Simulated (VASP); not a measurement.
Here is the system:

```
YB
1.0
    3.17782     0.00000     0.00000
    0.00000     3.17782     0.00000
    0.00000     0.00000     3.17782
Y B
1 1
Direct
  0.00000   0.00000   0.00000
  0.50000   0.50000   0.50000
```

Computed with PBEsol GGA, VASP's PBE PAW potentials (set 64) (plane waves; VASP 6.6.1). Run with 520 eV cut-off, Gaussian smearing of 0.050 eV, potentials Y_sv B.

Give the energies of bands 5 to 10 at the high-symmetry points, in eV from the Fermi level.

```
band      Γ      X      M      R
----  -----  -----  -----  -----
5     -8.63  -5.58  -6.31  -3.51
6     -0.46  -4.25  -1.01  -3.51
7     -0.46   0.49  -1.01  -3.51
8      2.50   0.49   0.40  -3.19
9      2.50   0.62   3.38   7.95
10     2.50   6.55   3.60   7.95
```

It has no gap at this level: it comes out as a metal or semimetal.

The structure was generated: YB was put into the CsCl type type (Pm-3m), which need not be its known phase. It was relaxed first, which changed the volume by -29 %.
